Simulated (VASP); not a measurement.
Consider the following.

```
CELL_PARAMETERS angstrom
      1.52222    -2.63656     0.00000
      1.52222     2.63656     0.00000
      0.00000     0.00000     3.24504
ATOMIC_POSITIONS crystal
  Ti 0.00000 0.00000 0.00000
  B  0.33333 0.66667 0.50000
  B  0.66667 0.33333 0.50000
```

The numbers are results of revPBE GGA, VASP's PBE PAW potentials (set 64) (plane waves; VASP), not measurements. Settings: 520 eV cut-off, 13×13×11 Γ-centred mesh, tetrahedra with Blöchl corrections, potentials Ti_sv B.

The cores are frozen, which limits the accuracy of field gradients.

Q: Give the principal components of the electric field gradient (V/Å²) and the asymmetry η at each nucleus.

A: 
```
atom   Vxx   Vyy   Vzz     η
----  ----  ----  ----  ----
Ti1   -9.0  -9.0  17.9  0.00
B2    -2.3  -2.3   4.6  0.00
B3    -2.3  -2.3   4.6  0.00
```

The compound is TiB2 in the AlB2 type structure. It was relaxed first.
